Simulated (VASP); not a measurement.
A cell of CoAl (CsCl type) near equilibrium:

```
CELL_PARAMETERS angstrom
      2.82192     0.00000     0.00000
      0.00000     2.82192     0.00000
      0.00000     0.00000     2.82192
ATOMIC_POSITIONS crystal
  Al 0.50000 0.50000 0.50000
  Co 0.00000 0.00000 0.00000
```

Computed with PBEsol GGA, VASP's PBE PAW potentials (set 64) (plane waves; VASP).

| run | ΔE (meV/atom) | σxx | σyy | σzz | largest shear component, with its sign (GPa) | largest force (eV/Å) |
|---|---|---|---|---|---|---|
| as it is | 0.0 | 0.23 | 0.23 | 0.23 | 0.00 | 0.000 |
| after one change | 0.4 | 0.89 | 0.89 | 1.87 | 0.00 | 0.000 |
Stress is in GPa, positive when the cell is compressed.

Question: What was changed between the two runs?
(A) atom 2 (Co) moved by 0.050 Å along x
(B) uniaxial strain of +2.0 % along z
(C) uniaxial strain of -1.5 % along x
(D) uniaxial strain of -0.5 % along z

Answer: D, uniaxial strain of -0.5 % along z

The compound is CoAl in the CsCl type structure. The run is not spin-polarised, so no magnetic state was tried.
